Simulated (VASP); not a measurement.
Data:

```
MnSi
1.0
    4.22750     0.00000     0.00000
    0.00000     4.22750     0.00000
    0.00000     0.00000     4.22750
Mn Si
4 4
Direct
  0.85896   0.64104   0.35896
  0.35896   0.85896   0.64104
  0.14104   0.14104   0.14104
  0.64104   0.35896   0.85896
  0.15336   0.34664   0.65336
  0.65336   0.15336   0.34664
  0.84664   0.84664   0.84664
  0.34664   0.65336   0.15336
```
Starting moments (μB, in the order of the record's atoms Mn Mn Mn Mn Si Si Si Si): 0.6 0.6 0.6 0.6 0.0 0.0 0.0 0.0.

Calculation: LDA (Ceperley-Alder, Perdew-Zunger), VASP's LDA PAW potentials (set 64) (plane waves; VASP). Settings: 500 eV cut-off, 7×7×7 Γ-centred mesh, first-order Methfessel-Paxton smearing of 0.10 eV, potentials Mn_pv Si.

The moments were started parallel, and other spin orders were not tried in this run.

Problem. What does the run give for the cell moment, energy per atom (σ→0), pressure, band gap (on the k-mesh) with the smallest direct gap where there is one?

Solution. 
- band gap (on the k-mesh) = none (metal, semimetal or under 0.01 eV)
- cell moment = 0.00 μB
- energy per atom (σ→0) = -8.423 eV/atom
- pressure = 45.24 GPa

Only differences to runs with the same potentials and settings are physical.

The compound is MnSi in the B20 structure. It was relaxed first under an external pressure of 45 GPa.
